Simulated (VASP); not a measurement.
# LaC2: structure and properties in VASP, part 5 of 6

What structure does LaC2 take at this level, and what are its properties? The start is a cell from a database of measured crystal structures.

VASP 6.6.1; r2SCAN with rVV10; plane waves and PAW (La, C).

Still holding for the runs below: This run has no spin polarisation. Its electron count is odd, so without a moment it is a metal by construction. The k-mesh is coarse for a metal.

So far. Step 5 (Density of states (r2SCAN + rVV10)): The finer mesh and the other smearing move the Fermi level by +0.07 eV from the 7×7×7 run, one measure of the sampling error in the zero of the bands above. Step 6 (Volume scan with r2SCAN + rVV10): The pressure here is 9.07 GPa.

## (7) Volume scan with r2SCAN + rVV10 (run 2)

INCAR

```
SYSTEM = LaC2
PREC = Accurate
ENCUT = 520
EDIFF = 1E-06
NELM = 100
ISMEAR = 0
SIGMA = 0.05
LREAL = .FALSE.
ALGO = Normal
METAGGA = R2SCAN
LUSE_VDW = .TRUE.
IVDW_NL = 2
BPARAM = 11.95
CPARAM = 0.0093
LASPH = .TRUE.
NBANDS = 15
LORBIT = 11
LWAVE = .FALSE.
LCHARG = .FALSE.
KPAR = 2
ISIF = 2
```

POSCAR

```
LaC2
1.0
   -1.9395695642      1.9395695642      3.2398562254
    1.9395695642     -1.9395695642      3.2398562254
    1.9395695642      1.9395695642     -3.2398562254
La C
1 2
Direct
    0.0000000000      0.0000000000      0.0000000000
    0.4017310197      0.4017310197      0.0000000000
    0.5982689803      0.5982689803      0.0000000000
```

KPOINTS

```
Automatic mesh
0
Gamma
7 7 7
0 0 0
```

PAW data sets: La and C (PBE family, release 64).

Started as:

```console
mpirun -np 2 vasp_std
```

The log of the run:

```text
[... set-up lines as in an earlier step ...]
 entering main loop
       N       E                     dE             d eps       ncg     rms          rms(c)
Total rVV10 correction in eV:      0.2665835    19.4986125
Total rVV10 correction in eV:      0.2665835    19.4986125
DAV:   1     0.137256179322E+03    0.13726E+03   -0.74715E+03  1208   0.179E+03
DAV:   2    -0.332175198051E+02   -0.17047E+03   -0.16427E+03  1744   0.273E+02
DAV:   3    -0.564640829584E+02   -0.23247E+02   -0.22120E+02  2036   0.127E+02
DAV:   4    -0.575485209133E+02   -0.10844E+01   -0.10809E+01  1891   0.266E+01
DAV:   5    -0.576107864977E+02   -0.62266E-01   -0.62241E-01  1899   0.560E+00    0.816E+00
Total rVV10 correction in eV:      0.2937215    19.4986126
Total rVV10 correction in eV:      0.2937215    19.4986126
DAV:   6    -0.502820919028E+02    0.73287E+01   -0.71350E+00  2020   0.193E+01    0.440E+00
Total rVV10 correction in eV:      0.3113656    19.4986126
Total rVV10 correction in eV:      0.3113656    19.4986126
DAV:   7    -0.502451759084E+02    0.36916E-01   -0.20080E+00  2040   0.978E+00    0.223E+00
Total rVV10 correction in eV:      0.3151238    19.4986136
Total rVV10 correction in eV:      0.3151238    19.4986136
DAV:   8    -0.502753136128E+02   -0.30138E-01   -0.48719E-01  2098   0.650E+00    0.825E-01
Total rVV10 correction in eV:      0.3205189    19.4986626
Total rVV10 correction in eV:      0.3205189    19.4986626
DAV:   9    -0.502552539732E+02    0.20060E-01   -0.94330E-02  2036   0.239E+00    0.231E-01
Total rVV10 correction in eV:      0.3214570    19.4987393
Total rVV10 correction in eV:      0.3214570    19.4987393
DAV:  10    -0.502551739918E+02    0.79981E-04   -0.18848E-02  2097   0.121E+00    0.113E-01
Total rVV10 correction in eV:      0.3220559    19.4988073
Total rVV10 correction in eV:      0.3220559    19.4988073
DAV:  11    -0.502556177491E+02   -0.44376E-03   -0.62984E-04  1908   0.237E-01    0.659E-02
Total rVV10 correction in eV:      0.3220809    19.4988201
Total rVV10 correction in eV:      0.3220809    19.4988201
DAV:  12    -0.502555637194E+02    0.54030E-04   -0.48768E-04  2165   0.211E-01    0.214E-02
Total rVV10 correction in eV:      0.3221996    19.4988386
Total rVV10 correction in eV:      0.3221996    19.4988386
DAV:  13    -0.502556108509E+02   -0.47132E-04   -0.10927E-04  2096   0.833E-02    0.902E-03
Total rVV10 correction in eV:      0.3222297    19.4988454
Total rVV10 correction in eV:      0.3222297    19.4988454
DAV:  14    -0.502556215297E+02   -0.10679E-04   -0.20101E-05  1998   0.327E-02    0.415E-03
Total rVV10 correction in eV:      0.3222121    19.4988490
Total rVV10 correction in eV:      0.3222121    19.4988490
DAV:  15    -0.502556278406E+02   -0.63109E-05   -0.81336E-06  1763   0.218E-02    0.294E-03
Total rVV10 correction in eV:      0.3222290    19.4988554
Total rVV10 correction in eV:      0.3222290    19.4988554
DAV:  16    -0.502557134757E+02   -0.85635E-04   -0.24086E-04  1711   0.125E-01    0.106E-02
Total rVV10 correction in eV:      0.3222144    19.4988478
Total rVV10 correction in eV:      0.3222144    19.4988478
DAV:  17    -0.502556221568E+02    0.91319E-04   -0.23754E-04  1811   0.149E-01    0.599E-03
Total rVV10 correction in eV:      0.3222107    19.4988464
Total rVV10 correction in eV:      0.3222107    19.4988464
DAV:  18    -0.502556226991E+02   -0.54237E-06   -0.29158E-05  2142   0.290E-02    0.299E-03
Total rVV10 correction in eV:      0.3222068    19.4988441
Total rVV10 correction in eV:      0.3222068    19.4988441
DAV:  19    -0.502556187216E+02    0.39775E-05   -0.19742E-06  1419   0.107E-02    0.406E-03
Total rVV10 correction in eV:      0.3222012    19.4988419
Total rVV10 correction in eV:      0.3222012    19.4988419
DAV:  20    -0.502556145597E+02    0.41620E-05   -0.66943E-07  1138   0.815E-03    0.537E-03
Total rVV10 correction in eV:      0.3221959    19.4988391
Total rVV10 correction in eV:      0.3221959    19.4988391
DAV:  21    -0.502556095211E+02    0.50385E-05   -0.26999E-06  1411   0.123E-02    0.630E-03
Total rVV10 correction in eV:      0.3221956    19.4988390
Total rVV10 correction in eV:      0.3221956    19.4988390
DAV:  22    -0.502556093186E+02    0.20251E-06   -0.94145E-08   845   0.335E-03
Total rVV10 correction in eV:      0.3222047    19.4988465
Total rVV10 correction in eV:      0.3222047    19.4988465
Total rVV10 correction in eV:      0.3221956    19.4988390
Total rVV10 correction in eV:      0.3221956    19.4988390
   1 F= -.50255609E+02 E0= -.50254699E+02  d E =-.182077E-02
```

Elapsed: 3.7 min, on 2 MPI ranks of AMD EPYC 7R43, shared host; peak memory 0.59 GiB.

From OUTCAR (step 7):

```text
   ENCUT  =  520.0 eV  38.22 Ry    6.18 a.u.   7.89  7.89  7.89*2*pi/ulx,y,z

   NELECT =      19.0000    total number of electrons

 E-fermi :   7.8298

 k-point     1 :       0.0000    0.0000    0.0000
  band No.  band energies     occupation
    ...
      7       2.5923      2.00000
      8       4.3065      2.00000
      9       4.3065      2.00000
     10       7.7140      1.99894
     11       7.7140      1.99894
     12       8.5161      0.00000
     13      10.2057      0.00000
     14      10.9604      0.00000
     15      10.9808      0.00000

  Total        1.1586917      1.1586917      2.9021806      0.0000000      0.0000000      0.0000000
  in kB       38.0786914     38.0786914     95.3758811      0.0000000      0.0000000      0.0000000
  external PRESSURE =      57.1777546 kB  Pullay stress =       0.0000000 kB

 POSITION                                       TOTAL-FORCE (eV/Angst)
 -----------------------------------------------------------------------------------
      0.00000      0.00000      0.00000        -0.000000     -0.000000      0.000000
      0.00000      0.00000      2.60310         0.000000      0.000000     -0.963155
      0.00000      0.00000      3.87661        -0.000000     -0.000000      0.963155
 -----------------------------------------------------------------------------------
    total drift:                               -0.000000     -0.000000      0.000000

  FREE ENERGIE OF THE ION-ELECTRON SYSTEM (eV)
  ---------------------------------------------------
  free  energy   TOTEN  =       -50.2556093186 eV

  energy  without entropy=      -50.2537885520  energy(sigma->0) =      -50.25469894

[... 3 parts as in an earlier step ...]

[... 13 further parts left out ...]
```

This step gave:

```yaml
scf_cycles: 22
free_energy_toten: -50.2556 eV
energy_at_zero_smearing: -50.2547 eV
fermi_energy: 7.830 eV
pressure: 5.718 GPa
```

Force by atom:

```tsv
atom	x (eV/Å)	y (eV/Å)	z (eV/Å)	size
La1	0.000	0.000	0.000	0.000
C2	0.000	0.000	-0.963	0.963
C3	0.000	0.000	0.963	0.963
```

The pressure falls from 9.07 to 5.72 GPa.

The run ends at a pressure of 5.72 GPa, with forces up to 0.96 eV/Å.

## (8) Volume scan with r2SCAN + rVV10 (run 3)

INCAR is that of step 7.

POSCAR

```
LaC2
1.0
   -1.9529463287      1.9529463287      3.2622007676
    1.9529463287     -1.9529463287      3.2622007676
    1.9529463287      1.9529463287     -3.2622007676
La C
1 2
Direct
    0.0000000000      0.0000000000      0.0000000000
    0.4017310197      0.4017310197      0.0000000000
    0.5982689803      0.5982689803      0.0000000000
```

KPOINTS is that of step 7.

Started as:

```console
mpirun -np 2 vasp_std
```

The log of the run:

```text
[... set-up lines as in an earlier step ...]
 entering main loop
       N       E                     dE             d eps       ncg     rms          rms(c)
Total rVV10 correction in eV:      0.2717593    19.4986125
Total rVV10 correction in eV:      0.2717593    19.4986125
DAV:   1     0.137300590377E+03    0.13730E+03   -0.74584E+03  1208   0.177E+03
DAV:   2    -0.304917711483E+02   -0.16779E+03   -0.16180E+03  1705   0.271E+02
DAV:   3    -0.563767680552E+02   -0.25885E+02   -0.24919E+02  2036   0.130E+02
DAV:   4    -0.575103297258E+02   -0.11336E+01   -0.11312E+01  1921   0.280E+01
DAV:   5    -0.575720830461E+02   -0.61753E-01   -0.61740E-01  1883   0.556E+00    0.800E+00
Total rVV10 correction in eV:      0.2987730    19.4986126
Total rVV10 correction in eV:      0.2987730    19.4986126
DAV:   6    -0.503034446601E+02    0.72686E+01   -0.69958E+00  2026   0.190E+01    0.429E+00
Total rVV10 correction in eV:      0.3162667    19.4986126
Total rVV10 correction in eV:      0.3162667    19.4986126
DAV:   7    -0.502722758217E+02    0.31169E-01   -0.19937E+00  2048   0.963E+00    0.222E+00
[...]
Total rVV10 correction in eV:      0.3270263    19.4988543
Total rVV10 correction in eV:      0.3270263    19.4988543
DAV:  18    -0.502826934752E+02   -0.49609E-05   -0.25165E-05  1751   0.375E-02    0.578E-03
Total rVV10 correction in eV:      0.3270197    19.4988529
Total rVV10 correction in eV:      0.3270197    19.4988529
DAV:  19    -0.502826909294E+02    0.25459E-05   -0.34425E-06  1943   0.129E-02    0.551E-03
Total rVV10 correction in eV:      0.3270172    19.4988521
Total rVV10 correction in eV:      0.3270172    19.4988521
DAV:  20    -0.502826892962E+02    0.16331E-05   -0.25427E-07   992   0.520E-03    0.595E-03
Total rVV10 correction in eV:      0.3270131    19.4988505
Total rVV10 correction in eV:      0.3270131    19.4988505
DAV:  21    -0.502826860732E+02    0.32231E-05   -0.10096E-06  1092   0.742E-03    0.655E-03
Total rVV10 correction in eV:      0.3270126    19.4988501
Total rVV10 correction in eV:      0.3270126    19.4988501
DAV:  22    -0.502826852933E+02    0.77992E-06   -0.15225E-07   887   0.632E-03
Total rVV10 correction in eV:      0.3270237    19.4988586
Total rVV10 correction in eV:      0.3270237    19.4988586
Total rVV10 correction in eV:      0.3270121    19.4988497
Total rVV10 correction in eV:      0.3270121    19.4988497
   1 F= -.50282685E+02 E0= -.50281799E+02  d E =-.177350E-02
```

Elapsed: 3.5 min, on 2 MPI ranks; peak memory 0.59 GiB.

From OUTCAR (step 8):

```text
  Total        0.5594380      0.5594380      1.4041554      0.0000000      0.0000000      0.0000000
  in kB       18.0098972     18.0098972     45.2037493      0.0000000      0.0000000      0.0000000
  external PRESSURE =      27.0745145 kB  Pullay stress =       0.0000000 kB

 POSITION                                       TOTAL-FORCE (eV/Angst)
 -----------------------------------------------------------------------------------
      0.00000      0.00000      0.00000        -0.000000     -0.000000      0.000000
      0.00000      0.00000      2.62105         0.000000      0.000000     -0.466473
      0.00000      0.00000      3.90335        -0.000000     -0.000000      0.466473
 -----------------------------------------------------------------------------------
    total drift:                               -0.000000      0.000000      0.000000

  FREE ENERGIE OF THE ION-ELECTRON SYSTEM (eV)
  ---------------------------------------------------
  free  energy   TOTEN  =       -50.2826852933 eV

  energy  without entropy=      -50.2809117954  energy(sigma->0) =      -50.28179854

[... 1 part as in an earlier step ...]

[... 2 further parts left out ...]
[key lines of the parts left out:]
E-fermi :   7.6515
```

The pressure falls from 5.72 to 2.71 GPa.

The run ends at a pressure of 2.71 GPa, with forces up to 0.47 eV/Å.

## (9) Volume scan with r2SCAN + rVV10 (run 4)

INCAR is that of step 8.

POSCAR

```
LaC2
1.0
   -1.9661423123      1.9661423123      3.2842433333
    1.9661423123     -1.9661423123      3.2842433333
    1.9661423123      1.9661423123     -3.2842433333
La C
1 2
Direct
    0.0000000000      0.0000000000      0.0000000000
    0.4017310197      0.4017310197      0.0000000000
    0.5982689803      0.5982689803      0.0000000000
```

KPOINTS is that of step 8.

Started as:

```console
mpirun -np 2 vasp_std
```

The log of the run:

```text
[... set-up lines as in an earlier step ...]
 entering main loop
       N       E                     dE             d eps       ncg     rms          rms(c)
Total rVV10 correction in eV:      0.2768346    19.4986125
Total rVV10 correction in eV:      0.2768346    19.4986125
DAV:   1     0.136654121055E+03    0.13665E+03   -0.73323E+03  1208   0.173E+03
DAV:   2    -0.305773871026E+02   -0.16723E+03   -0.16128E+03  1662   0.266E+02
DAV:   3    -0.561982206153E+02   -0.25621E+02   -0.24406E+02  2047   0.127E+02
DAV:   4    -0.574534742309E+02   -0.12553E+01   -0.12452E+01  1929   0.288E+01
DAV:   5    -0.575191430293E+02   -0.65669E-01   -0.65656E-01  1878   0.578E+00    0.785E+00
Total rVV10 correction in eV:      0.3037168    19.4986126
Total rVV10 correction in eV:      0.3037168    19.4986126
DAV:   6    -0.503087669783E+02    0.72104E+01   -0.68997E+00  2012   0.188E+01    0.420E+00
Total rVV10 correction in eV:      0.3209781    19.4986126
Total rVV10 correction in eV:      0.3209781    19.4986126
DAV:   7    -0.502804722020E+02    0.28295E-01   -0.19224E+00  2034   0.934E+00    0.220E+00
[...]
Total rVV10 correction in eV:      0.3315747    19.4988242
Total rVV10 correction in eV:      0.3315747    19.4988242
DAV:  11    -0.502916144165E+02   -0.50921E-03   -0.76909E-04  2076   0.252E-01    0.649E-02
Total rVV10 correction in eV:      0.3316144    19.4988418
Total rVV10 correction in eV:      0.3316144    19.4988418
DAV:  12    -0.502915724362E+02    0.41980E-04   -0.60626E-04  2067   0.222E-01    0.205E-02
Total rVV10 correction in eV:      0.3317199    19.4988580
Total rVV10 correction in eV:      0.3317199    19.4988580
DAV:  13    -0.502916155556E+02   -0.43119E-04   -0.81588E-05  2190   0.665E-02    0.911E-03
Total rVV10 correction in eV:      0.3317623    19.4988674
Total rVV10 correction in eV:      0.3317623    19.4988674
DAV:  14    -0.502916358218E+02   -0.20266E-04   -0.52430E-05  1617   0.492E-02    0.618E-03
Total rVV10 correction in eV:      0.3317623    19.4988674
Total rVV10 correction in eV:      0.3317623    19.4988674
DAV:  15    -0.502916361137E+02   -0.29197E-06   -0.52892E-06  2092   0.189E-02
Total rVV10 correction in eV:      0.3317664    19.4988758
Total rVV10 correction in eV:      0.3317664    19.4988758
Total rVV10 correction in eV:      0.3317343    19.4988637
Total rVV10 correction in eV:      0.3317343    19.4988637
   1 F= -.50291636E+02 E0= -.50290774E+02  d E =-.172380E-02
```

It took 2.3 min on 2 MPI ranks; peak memory 0.61 GiB; 4.5 min of CPU time.

From OUTCAR (step 9):

```text
  Total        0.0053895      0.0053895     -0.0078818      0.0000000      0.0000000      0.0000000
  in kB        0.1700342      0.1700342     -0.2486624      0.0000000      0.0000000      0.0000000
  external PRESSURE =       0.0304686 kB  Pullay stress =       0.0000000 kB

 POSITION                                       TOTAL-FORCE (eV/Angst)
 -----------------------------------------------------------------------------------
      0.00000      0.00000      0.00000         0.000000      0.000000     -0.000000
      0.00000      0.00000      2.63876         0.000000      0.000000      0.003018
      0.00000      0.00000      3.92972        -0.000000     -0.000000     -0.003018
 -----------------------------------------------------------------------------------
    total drift:                                0.000000      0.000000      0.000000

  FREE ENERGIE OF THE ION-ELECTRON SYSTEM (eV)
  ---------------------------------------------------
  free  energy   TOTEN  =       -50.2916361137 eV

  energy  without entropy=      -50.2899123180  energy(sigma->0) =      -50.29077422

[... 2 parts as in an earlier step ...]

[... 1 further part left out ...]
[key lines of the parts left out:]
E-fermi :   7.4790
```

The pressure falls from 2.71 to 0.00 GPa.

The run ends at a pressure of 0.00 GPa, with forces up to 0.0030 eV/Å.

## (10) Volume scan with r2SCAN + rVV10 (run 5)

INCAR is that of step 9.

POSCAR

```
LaC2
1.0
   -1.9791635018      1.9791635018      3.3059939230
    1.9791635018     -1.9791635018      3.3059939230
    1.9791635018      1.9791635018     -3.3059939230
La C
1 2
Direct
    0.0000000000      0.0000000000      0.0000000000
    0.4017310197      0.4017310197      0.0000000000
    0.5982689803      0.5982689803      0.0000000000
```

KPOINTS is that of step 9.

Started as:

```console
mpirun -np 2 vasp_std
```

The log of the run:

```text
[... set-up lines as in an earlier step ...]
 entering main loop
       N       E                     dE             d eps       ncg     rms          rms(c)
Total rVV10 correction in eV:      0.2818116    19.4986125
Total rVV10 correction in eV:      0.2818116    19.4986125
DAV:   1     0.136518942862E+03    0.13652E+03   -0.73922E+03  1224   0.172E+03
DAV:   2    -0.307864081370E+02   -0.16731E+03   -0.16103E+03  1700   0.263E+02
DAV:   3    -0.560906048670E+02   -0.25304E+02   -0.24190E+02  2041   0.130E+02
DAV:   4    -0.573794765290E+02   -0.12889E+01   -0.12787E+01  1935   0.287E+01
DAV:   5    -0.574537183516E+02   -0.74242E-01   -0.74221E-01  1801   0.619E+00    0.772E+00
Total rVV10 correction in eV:      0.3086006    19.4986125
Total rVV10 correction in eV:      0.3086006    19.4986125
DAV:   6    -0.502957305232E+02    0.71580E+01   -0.67946E+00  2027   0.186E+01    0.412E+00
Total rVV10 correction in eV:      0.3257156    19.4986125
Total rVV10 correction in eV:      0.3257156    19.4986125
DAV:   7    -0.502731492246E+02    0.22581E-01   -0.19213E+00  2035   0.924E+00    0.218E+00
[...]
Total rVV10 correction in eV:      0.3363999    19.4988936
Total rVV10 correction in eV:      0.3363999    19.4988936
DAV:  24    -0.502842332515E+02   -0.30788E-04   -0.34387E-04  1872   0.952E-02    0.777E-03
Total rVV10 correction in eV:      0.3363902    19.4988853
Total rVV10 correction in eV:      0.3363902    19.4988853
DAV:  25    -0.502842232708E+02    0.99807E-05   -0.13855E-05  1865   0.331E-02    0.248E-03
Total rVV10 correction in eV:      0.3363912    19.4988873
Total rVV10 correction in eV:      0.3363912    19.4988873
DAV:  26    -0.502842266666E+02   -0.33958E-05   -0.13004E-06  1580   0.119E-02    0.436E-03
Total rVV10 correction in eV:      0.3363923    19.4988887
Total rVV10 correction in eV:      0.3363923    19.4988887
DAV:  27    -0.502842288511E+02   -0.21844E-05   -0.18366E-07   915   0.719E-03    0.534E-03
Total rVV10 correction in eV:      0.3363921    19.4988892
Total rVV10 correction in eV:      0.3363921    19.4988892
DAV:  28    -0.502842297195E+02   -0.86841E-06   -0.90488E-08   838   0.429E-03
Total rVV10 correction in eV:      0.3363823    19.4988819
Total rVV10 correction in eV:      0.3363823    19.4988819
Total rVV10 correction in eV:      0.3363911    19.4988890
Total rVV10 correction in eV:      0.3363911    19.4988890
   1 F= -.50284230E+02 E0= -.50283389E+02  d E =-.168181E-02
```

Run time: 4.4 min. Hardware: 2 MPI ranks; peak memory 0.6 GiB.

OUTCAR, selected parts (step 10):

```text
  Total       -0.5163357     -0.5163357     -1.3282666      0.0000000      0.0000000      0.0000000
  in kB      -15.9704571    -15.9704571    -41.0837836      0.0000000      0.0000000      0.0000000
  external PRESSURE =     -24.3415659 kB  Pullay stress =       0.0000000 kB

 POSITION                                       TOTAL-FORCE (eV/Angst)
 -----------------------------------------------------------------------------------
      0.00000      0.00000      0.00000        -0.000000     -0.000000     -0.000000
      0.00000      0.00000      2.65624        -0.000000     -0.000000      0.442061
      0.00000      0.00000      3.95575         0.000000      0.000000     -0.442061
 -----------------------------------------------------------------------------------
    total drift:                               -0.000000      0.000000      0.000000

  FREE ENERGIE OF THE ION-ELECTRON SYSTEM (eV)
  ---------------------------------------------------
  free  energy   TOTEN  =       -50.2842297195 eV

  energy  without entropy=      -50.2825479049  energy(sigma->0) =      -50.28338881

[... 1 part as in an earlier step ...]

[... 2 further parts left out ...]
[key lines of the parts left out:]
E-fermi :   7.3116
```

The pressure falls from 0.00 to -2.43 GPa.

The run ends at a pressure of -2.43 GPa, with forces up to 0.44 eV/Å.

(Part 5 of 6 ends here.)

[Lines on the potential files, build, host, timing and source positions are cut from VASP's logs without a mark.]

[Logs are printed without paths, hosts, clocks, repeated set-up lines and the standing remarks that a program may print on its own settings, such as how far it seeks lower states.]

[Hosts, paths, dates, database ids (printed as entryN), source tags and the programs' standing remarks are cut or masked in the printed files.]

[A measured line is paired with the nearest computed mode of its activity, which favours agreement.]
